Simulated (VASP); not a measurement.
Consider the following.

```
Rb
1.0
   -2.82500     2.82500     2.82500
    2.82500    -2.82500     2.82500
    2.82500     2.82500    -2.82500
Rb
1
Cartesian
  0.00000   0.00000   0.00000
```

Computed with PBEsol GGA, VASP's PBE PAW potentials (set 64) (plane waves; VASP 6.6.1). Run with 480 eV cut-off, 8×8×8 Γ-centred mesh, first-order Methfessel-Paxton smearing of 0.10 eV, potentials Rb_sv.

Energy and stress use the plane-wave basis of the starting cell.

Task: The ions, cell shape and volume are relaxed. What does this cell relax into?

Result: 
```
Rb
1.0
   -2.78816     2.78816     2.78816
    2.78816    -2.78816     2.78816
    2.78816     2.78816    -2.78816
Rb
1
Direct
  0.00000   0.00000   0.00000
```
Space group Im-3m (229), at a tolerance of 0.03 Å.

Task: How do energy and volume change from the first to the last step?

Result: The energy (σ→0) changes by -1.2 meV/atom and the volume by -3.9 %, in 5 ionic steps.

The compound is Rb in the bcc structure. This run relaxes it. Symmetry was kept, so distortions that lower it aren't found.
